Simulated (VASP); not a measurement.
The system is WS.

```
CELL_PARAMETERS angstrom
3.00789 0.00000 0.00000
0.00000 3.00789 0.00000
0.00000 0.00000 3.00789
ATOMIC_POSITIONS crystal
W 0.50000 0.50000 0.50000
S 0.00000 0.00000 0.00000
```

The cell was built by a generator and needn't be a form met in nature.

| Item | Value |
| --- | --- |
| Program | VASP 6.6.1 |
| Task | relaxation of cell and atoms |
| Functional | PBEsol |
| Potentials or basis | VASP PAW PBE potentials, release 64 (W_sv, S) |
| Cutoff | 600 eV |
| k mesh | 9 × 9 × 9 |
| Occupations | gaussian, width 0.05 eV |
| Spin | no spin polarisation |

At the start: pressure -6.8 GPa; volume 13.61 Å³/atom.

**Question.** Where does the relaxation end?

**Answer.** Over 3 steps the energy falls by 7.9 meV/atom and the volume is 13.25 Å³/atom (-2.6 %); space group Pm-3m (No. 221, to 0.05 Å).

The path:
```
step  energy change (eV)  largest force (eV/Å)  pressure (GPa)  volume (Å³)
   1              0.0000                0.0000           -6.80        27.21
   2              0.0615                0.0000           17.69        25.00
   3             -0.0158                0.0000           -0.14        26.50
```

Final structure:
```cif
data_structure
_symmetry_space_group_name_H-M 'P 1'
_symmetry_Int_Tables_number 1
_cell_length_a 2.9813
_cell_length_b 2.9813
_cell_length_c 2.9813
_cell_angle_alpha 90.000
_cell_angle_beta 90.000
_cell_angle_gamma 90.000
_cell_volume 26.50
loop_
_atom_site_label
_atom_site_type_symbol
_atom_site_fract_x
_atom_site_fract_y
_atom_site_fract_z
_atom_site_occupancy
W1 W 0.50000 0.50000 0.50000 1
S1 S 0.00000 0.00000 0.00000 1
```

Caveat: the PAW data sets were made with another functional, which shifts forces and pressure a little.
